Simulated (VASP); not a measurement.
# Sc2Ga5Cu3 (P-4m2) in VASP: single point with PBEsol

Aim: the single point of Sc2Ga5Cu3 with PBEsol.

Everything below comes from runs of VASP 6.6.1. Logs are shortened: lines on timing, memory, paths and dates and some standing lists are left out, and cuts for length are marked.

## (1) The cell of the first run

The structure is tetragonal, space group P-4m2 (No. 115). Conventional cell: a = 4.099 Å, b = 4.099 Å, c = 9.740 Å, α = 90.00°, β = 90.00°, γ = 90.00°. Cu (site symmetry -4m2) is surrounded by 4 Ga at 2.35 Å. Around Cu (site symmetry -4m2) lie 4 Ga at 2.43 Å. Around Cu (site symmetry -4m2) lie 4 Ga at 2.35 Å. Around Ga (site symmetry 2mm) lie 3 Ga at 2.41 to 2.43 Å and 2 Cu at 2.43 Å. Ga (site symmetry 2mm) is surrounded by 4 Cu at 2.35 Å and 1 Ga at 2.41 Å. Around Ga (site symmetry -4m2) lie 4 Ga at 2.43 Å. Sc (site symmetry 2mm) has 11 Ga at 3.13 to 3.52 Å and 6 Cu at 3.14 to 3.23 Å as nearest neighbours.

The cell comes from a database or a generator and needn't be the stable form of this composition.

## (2) Single point, PBEsol (La -> Sc on all its sites, cell and atoms relaxed)

Contents of INCAR:

```
SYSTEM = Sc2Ga5Cu3
  PREC = Accurate
  ENCUT = 520
  EDIFF = 1E-7
  ISMEAR = 0
  SIGMA = 0.1
  LREAL = .FALSE.
  LASPH = .TRUE.
  NELM = 100
  ALGO = Fast
  ISIF = 2
  LWAVE = .FALSE.
  LCHARG = .FALSE.
  GGA = PS
  NBANDS = 71
```

Contents of KPOINTS:

```
Automatic mesh
0
G
  4 4 2
  0 0 0
```

Contents of POSCAR:

```
Sc2Ga5Cu3
1.0
    4.0985354000      0.0000000000      0.0000000000
    0.0000000000      4.0985354000      0.0000000000
    0.0000000000      0.0000000000      9.7404432986
Cu Ga Sc
3 5 2
Direct
    0.0000000000      0.0000000000      0.5000000000
    0.0000000000      0.0000000000      0.0000000000
    0.5000000000      0.5000000000      0.5000000000
    0.0000000000      0.5000000000      0.8653354462
    0.5000000000      0.0000000000      0.3825602224
    0.5000000000      0.0000000000      0.1346645538
    0.0000000000      0.5000000000      0.6174397776
    0.5000000000      0.5000000000      0.0000000000
    0.5000000000      0.0000000000      0.7443301623
    0.0000000000      0.5000000000      0.2556698377
```

Potentials or basis: VASP PAW PBE potentials, release 64 (Cu, Ga_d, Sc_sv).

Started as:

```console
$ cat potpaw_PBE.64/Cu/POTCAR potpaw_PBE.64/Ga_d/POTCAR potpaw_PBE.64/Sc_sv/POTCAR > POTCAR
$ mpirun -np 1 vasp_std > vasp.out
```

OUTCAR:

```text
SYSTEM = Sc2Ga5Cu3
   PREC = Accurate
   ENCUT = 520
   EDIFF = 1E-7
   ISMEAR = 0
   LREAL = .FALSE.
   LASPH = .TRUE.
   NELM = 100
   ISIF = 2
   GGA = PS

 ion  position               nearest neighbor table
   1  0.000  0.000  0.500-   5 2.35   7 2.35   7 2.35   5 2.35
   2  0.000  0.000  0.000-   4 2.43   6 2.43   4 2.43   6 2.43
   3  0.500  0.500  0.500-   5 2.35   7 2.35   5 2.35   7 2.35
   4  0.000  0.500  0.865-   7 2.41   2 2.43   8 2.43   2 2.43   8 2.43   9 3.13   9 3.13   9 3.13
                             9 3.13
   5  0.500  0.000  0.383-   1 2.35   3 2.35   3 2.35   1 2.35   6 2.41  10 3.15  10 3.15  10 3.15
                            10 3.15
   6  0.500  0.000  0.135-   5 2.41   2 2.43   8 2.43   8 2.43   2 2.43  10 3.13  10 3.13  10 3.13
                            10 3.13
   7  0.000  0.500  0.617-   1 2.35   3 2.35   1 2.35   3 2.35   4 2.41   9 3.15   9 3.15   9 3.15
                             9 3.15
   8  0.500  0.500  0.000-   4 2.43   6 2.43   6 2.43   4 2.43
   9  0.500  0.000  0.744-   4 3.13   4 3.13   4 3.13   4 3.13   7 3.15   7 3.15   7 3.15   7 3.15

  10  0.000  0.500  0.256-   6 3.13   6 3.13   6 3.13   6 3.13   5 3.15   5 3.15   5 3.15   5 3.15

  LATTYP: Found a simple tetragonal cell.
 ALAT       =     4.0985354000
 C/A-ratio  =     2.3765668338

  Lattice vectors:

 A1 = (   4.0985354000,   0.0000000000,   0.0000000000)
 A2 = (   0.0000000000,   4.0985354000,   0.0000000000)
 A3 = (   0.0000000000,   0.0000000000,   9.7404432986)

Analysis of symmetry for initial positions (statically):
=====================================================================
 Subroutine PRICEL returns:
 Original cell was already a primitive cell.

 Routine SETGRP: Setting up the symmetry group for a
 simple tetragonal supercell.

 Subroutine GETGRP returns: Found  8 space group operations
 (whereof  8 operations were pure point group operations)
 out of a pool of 16 trial point group operations.

The static configuration has the point symmetry D_2d.

Analysis of symmetry for dynamics (positions and initial velocities):
=====================================================================
 Subroutine PRICEL returns:
 Original cell was already a primitive cell.

 Routine SETGRP: Setting up the symmetry group for a
 simple tetragonal supercell.

 Subroutine GETGRP returns: Found  8 space group operations
 (whereof  8 operations were pure point group operations)
 out of a pool of 16 trial point group operations.

The dynamic configuration has the point symmetry D_2d.

 Subroutine INISYM returns: Found  8 space group operations
 (whereof  8 operations are pure point group operations),
 and found     1 'primitive' translations

----------------------------------------------------------------------------------------

                                     Primitive cell

  volume of cell :     163.6199

  direct lattice vectors                    reciprocal lattice vectors
     4.098535400  0.000000000  0.000000000     0.243989597  0.000000000  0.000000000
     0.000000000  4.098535400  0.000000000     0.000000000  0.243989597  0.000000000
     0.000000000  0.000000000  9.740443299     0.000000000  0.000000000  0.102664732

  length of vectors
     4.098535400  4.098535400  9.740443299     0.243989597  0.243989597  0.102664732

  position of ions in fractional coordinates (direct lattice)
     0.000000000  0.000000000  0.500000000
     0.000000000  0.000000000  0.000000000
     0.500000000  0.500000000  0.500000000
     0.000000000  0.500000000  0.865335446
     0.500000000  0.000000000  0.382560222
     0.500000000  0.000000000  0.134664554
     0.000000000  0.500000000  0.617439778
     0.500000000  0.500000000  0.000000000
     0.500000000  0.000000000  0.744330162
     0.000000000  0.500000000  0.255669838

  ion indices of the primitive-cell ions
   primitive index   ion index
                 1           1
                 2           2
                 3           3
                 4           4
                 5           5
                 6           6
                 7           7
                 8           8
                 9           9
                10          10

----------------------------------------------------------------------------------------

 KPOINTS: Automatic mesh

Automatic generation of k-mesh.
 Grid dimensions read from file:
 generate k-points for:    4    4    2

 Generating k-lattice:

  Cartesian coordinates                     Fractional coordinates (reciprocal lattice)
     0.060997399  0.000000000  0.000000000     0.250000000  0.000000000  0.000000000
     0.000000000  0.060997399  0.000000000     0.000000000  0.250000000  0.000000000
     0.000000000  0.000000000  0.051332366     0.000000000  0.000000000  0.500000000

  Length of vectors
     0.060997399  0.060997399  0.051332366

  Shift w.r.t. Gamma in fractional coordinates (k-lattice)
     0.000000000  0.000000000  0.000000000

 Subroutine IBZKPT returns following result:
 ===========================================

 Found     12 irreducible k-points:

 Following reciprocal coordinates:
            Coordinates               Weight
  0.000000  0.000000  0.000000      1.000000
  0.250000  0.000000  0.000000      4.000000
  0.500000  0.000000  0.000000      2.000000
  0.250000  0.250000  0.000000      4.000000
  0.500000  0.250000  0.000000      4.000000
  0.500000  0.500000  0.000000      1.000000
  0.000000  0.000000  0.500000      1.000000
  0.250000  0.000000  0.500000      4.000000
  0.500000  0.000000  0.500000      2.000000
  0.250000  0.250000  0.500000      4.000000
  0.500000  0.250000  0.500000      4.000000
  0.500000  0.500000  0.500000      1.000000
   k-points           NKPTS =     12   k-points in BZ     NKDIM =     12   number of bands    NBANDS=     71
   number of dos      NEDOS =    301   number of ions     NIONS =     10
   total plane-waves  NPLWV =  64800
   dimension x,y,z NGX =    30 NGY =   30 NGZ =   72
   dimension x,y,z NGXF=    60 NGYF=   60 NGZF=  144
   ions per type =               3   5   2
   NGX,Y,Z   is equivalent  to a cutoff of  12.17, 12.17, 12.29 a.u.
   NGXF,Y,Z  is equivalent  to a cutoff of  24.34, 24.34, 24.58 a.u.
 SYSTEM =  Sc2Ga5Cu3
   PREC   = accura    normal or accurate (medium, high low for compatibility)
   ISTART =      0    job   : 0-new  1-cont  2-samecut
   ICHARG =      2    charge: 1-file 2-atom 10-const
   ISPIN  =      1    spin polarized calculation?
   LNONCOLLINEAR =      F non collinear calculations
   LSORBIT =      F    spin-orbit coupling
   LASPH  =      T    aspherical Exc in radial PAW
   ENCUT  =  520.0 eV  38.22 Ry    6.18 a.u.   7.62  7.62 18.11*2*pi/ulx,y,z
   NELM   =    100;   NELMIN=  2; NELMDL= -5     # of ELM steps
   EDIFF  = 0.1E-06   stopping-criterion for ELM
   LREAL  =      F    real-space projection
   EDIFFG = 0.1E-05   stopping-criterion for IOM
   NSW    =      0    number of steps for IOM
   IBRION =     -1    ionic relax: 0-MD 1-quasi-New 2-CG
   NFREE  =      0    steps in history (QN), initial steepest desc. (CG)
   ISIF   =      2    stress and relaxation
   ISYM   =      2    0-nonsym 1-usesym 2-fastsym
   POTIM  = 0.5000    time-step for ionic-motion
   TEBEG  =    0.0;   TEEND  =   0.0 temperature during run
   PSTRESS=    0.0 pullay stress
   NELECT =     120.0000    total number of electrons
   NUPDOWN=      -1.0000    fix difference up-down
   EMIN   =  10.00;   EMAX   =-10.00  energy-range for DOS
   EFERMI =   0.00;   METHOD = LEGACY
   ISMEAR =     0;   SIGMA  =   0.10  broadening in eV -4-tet -1-fermi 0-gaus
   EFERMI_NEDOS =   21; number of points for ismear=-14 and -15
   IALGO  =     68    algorithm
   IMIX   =      4    mixing-type and parameters
     AMIX     =   0.40;   BMIX     =  1.00
     AMIX_MAG =   1.60;   BMIX_MAG =  1.00
  volume/ion in A,a.u.               =      16.36       110.42
  Fermi-wavevector in a.u.,A,eV,Ry     =   1.476352  2.789900 29.655460  2.179615
  Thomas-Fermi vector in A             =   2.590889
   LORBIT       =      0    0 simple, 1 ext, 2 COOP (PROOUT), +10 PAW based schemes
   GGA     = PS    functional components
   LHFCALC =     F    Hartree Fock is set to
   AEXX    =    0.0000 exact exchange contribution
   IVDW    =     0    specifies the selected vdW correction
   LEPSILON=     F    determine dielectric tensor
   LRPA    =     F    only Hartree local field effects (RPA)
 non-spin polarized calculation
 RMM-DIIS sequential band-by-band and
 Gauss-broadening in eV      SIGMA  =   0.10
  energy-cutoff  :      520.00
  volume of cell :      163.62
 maximum number of plane-waves:      4427
   NGX = 15   NGY = 15   NGZ = 37

 number of electron     119.9999974 magnetization

 Free energy of the ion-electron system (eV)
  ---------------------------------------------------
  ext. energy  EPLUGINS =         0.00000000
  ---------------------------------------------------
  free energy    TOTEN  =       -46.16660828 eV

  energy without entropy =      -46.14745256  energy(sigma->0) =      -46.15703042

 E-fermi :   6.0519     XC(G=0): -11.5785

 val. band max:        6.0073161820   @ k =   0.2500   0.0000   0.5000
 cond. band min:       6.0923719505   @ k =   0.2500   0.2500   0.0000
 fundamental gap:      0.0850557685
 Fermi energy:         6.0518591646

 k-point     1 :       0.0000    0.0000    0.0000
  band No.  band energies     occupation
      1     -43.7958      2.00000
      2     -43.7958      2.00000
      3     -22.5306      2.00000
      4     -22.5289      2.00000
      5     -22.4875      2.00000
      6     -22.4875      2.00000
[... 63 lines left out ...]
     70       9.2134      0.00000
     71       9.3457      0.00000

 k-point     2 :       0.2500    0.0000    0.0000
  band No.  band energies     occupation
      1     -43.7954      2.00000
      2     -43.7954      2.00000
      3     -22.5291      2.00000
      4     -22.5279      2.00000
      5     -22.4985      2.00000
      6     -22.4866      2.00000
[... 63 lines left out ...]
     70       9.0776      0.00000
     71       9.7057      0.00000

 k-point     3 :       0.5000    0.0000    0.0000
  band No.  band energies     occupation
      1     -43.7949      2.00000
      2     -43.7949      2.00000
      3     -22.5273      2.00000
      4     -22.5272      2.00000
      5     -22.5094      2.00000
      6     -22.4857      2.00000
[... 655 lines left out ...]
     70       8.7875      0.00000
     71       9.4076      0.00000

 k-point    12 :       0.5000    0.5000    0.5000
  band No.  band energies     occupation
      1     -43.7940      2.00000
      2     -43.7940      2.00000
      3     -22.5253      2.00000
      4     -22.5253      2.00000
      5     -22.5064      2.00000
      6     -22.5064      2.00000
[... 63 lines left out ...]
     70       9.1078      0.00000
     71       9.1680      0.00000

------------------------ aborting loop because EDIFF is reached ----------------------------------------

  FORCE on cell =-STRESS in cart. coord.  units (eV):
  Direction    XX          YY          ZZ          XY          YZ          ZX
  --------------------------------------------------------------------------------------
  -------------------------------------------------------------------------------------
  Total       -2.2631057     -2.2631057      0.0311133      0.0000000      0.0000000      0.0000000
  in kB      -22.1604881    -22.1604881      0.3046638      0.0000000      0.0000000      0.0000000
  external PRESSURE =     -14.6721041 kB  Pullay stress =       0.0000000 kB

 VOLUME and BASIS-vectors are now :
 -----------------------------------------------------------------------------
  energy-cutoff  :      520.00
  volume of cell :      163.62
      direct lattice vectors                 reciprocal lattice vectors
     4.098535400  0.000000000  0.000000000     0.243989597  0.000000000  0.000000000
     0.000000000  4.098535400  0.000000000     0.000000000  0.243989597  0.000000000
     0.000000000  0.000000000  9.740443299     0.000000000  0.000000000  0.102664732

 POSITION                                       TOTAL-FORCE (eV/Angst)
 -----------------------------------------------------------------------------------
      0.00000      0.00000      4.87022         0.000000     -0.000000     -0.000000
      0.00000      0.00000      0.00000        -0.000000     -0.000000     -0.000000
      2.04927      2.04927      4.87022        -0.000000     -0.000000     -0.000000
      0.00000      2.04927      8.42875         0.000000     -0.000000     -0.864134
      2.04927      0.00000      3.72631         0.000000     -0.000000     -0.500031
      2.04927      0.00000      1.31169        -0.000000     -0.000000      0.864134
      0.00000      2.04927      6.01414        -0.000000     -0.000000      0.500031
      2.04927      2.04927      0.00000        -0.000000      0.000000     -0.000000
      2.04927      0.00000      7.25011        -0.000000     -0.000000     -0.202831
      0.00000      2.04927      2.49034        -0.000000     -0.000000      0.202831
 -----------------------------------------------------------------------------------
    total drift:                               -0.000000      0.000000      0.000000

  FREE ENERGIE OF THE ION-ELECTRON SYSTEM (eV)
  ---------------------------------------------------
  free  energy   TOTEN  =       -46.1666082803 eV

  energy  without entropy=      -46.1474525637  energy(sigma->0) =      -46.15703042
```

Wall time 7 min (1 thread of Intel Xeon Platinum 8259CL at 2.50GHz (Skylake/Cascade Lake), shared host); peak memory 0.3 GiB.

What came out:

| Quantity | Value |
| --- | --- |
| Free energy | -46.1666 eV |
| Pressure | -1.5 GPa |
| Largest force | 0.864 eV/Å |
| Band gap on the k mesh | none (metal or under the smearing width) |

Forces in eV/Å, atoms in the order of the input:
```
Cu   0.000  0.000  0.000
Cu   0.000  0.000  0.000
Cu   0.000  0.000  0.000
Ga   0.000  0.000 -0.864
Ga   0.000  0.000 -0.500
Ga   0.000  0.000  0.864
Ga   0.000  0.000  0.500
Ga   0.000  0.000  0.000
Sc   0.000  0.000 -0.203
Sc   0.000  0.000  0.203
```

Stress tensor (GPa, compression positive):
```
-2.22  0.00  0.00
 0.00 -2.22  0.00
 0.00  0.00  0.03
```

Caveat: the k mesh is coarse (spacing up to 0.38 Å⁻¹), so the values aren't converged; the PAW data sets were made with another functional, which shifts forces and pressure a little.
